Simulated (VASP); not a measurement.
Computed with PBEsol GGA, VASP's PBE PAW potentials (set 64) (plane waves; VASP).

The input files of a VASP run:

**INCAR**
```
! general
SYSTEM   =  Os
PREC     =  Accurate
ENCUT    =  480
LREAL    =  .FALSE.
LASPH    =  .TRUE.

! electronic loop
EDIFF    =  1E-6
NELM     =  100
ALGO     =  Normal
LMAXMIX  =  6

! smearing
ISMEAR   =  1
SIGMA    =  0.1

! functional
GGA      =  PS

! ions
IBRION   =  2
NSW      =  60
ISIF     =  3
EDIFFG   =  -0.01

! output
LWAVE    =  .FALSE.
LCHARG   =  .FALSE.
```

File KPOINTS:
```
Automatic mesh
0
Gamma
14 14 8
0 0 0
```

POSCAR:
```
Os
1
    2.7300000000     0.0000000000     0.0000000000
   -1.3650000000     2.3642490000     0.0000000000
    0.0000000000     0.0000000000     4.3200000000
Os
2
Direct
  0.6666670000   0.3333330000   0.7500000000
  0.3333330000   0.6666670000   0.2500000000
```

POTCAR, in this order: Os (PBE.64 set). Program: vasp_std.

Task: What will the output report for the number of irreducible k-points (NKPTS), largest plane-wave count, number of space-group operations, FFT grid (NGX, NGY, NGZ)?

Result: 
```yaml
number of irreducible k-points (NKPTS): 120
largest_plane_wave_count: 689
number_of_space_group_operations: 24
FFT grid (NGX, NGY, NGZ): 20 × 20 × 32
```

The compound is Os in the hcp structure. This run relaxes it. Symmetry was kept, so distortions that lower it aren't found.
